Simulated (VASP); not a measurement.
Data:

```xyz
2
Lattice="0.0000 3.2547 2.1548 1.2459 0.0000 2.1548 1.2459 3.2547 0.0000" Properties=species:S:1:pos:R:3 pbc="T T T"
B      1.2459     3.2547     0.0005
N      1.2459     3.2547     2.8727
```

Method: LDA (Ceperley-Alder, Perdew-Zunger), VASP's LDA PAW potentials (set 64) (plane waves; VASP). Settings: 520 eV cut-off, Gaussian smearing of 0.050 eV, potentials B N.

What does the run give for the band gap (along the path) with the smallest direct gap where there is one?

* **band gap (along the path)**: 3.21 eV
* **smallest direct gap (along the path)**: 4.41 eV

The absolute energy has meaning only against runs of the same code, potentials and settings.

The structure comes from a computed database's BN entry (Fmm2); how it stands against other phases isn't given here. It was relaxed first, which changed the volume by -8 %.
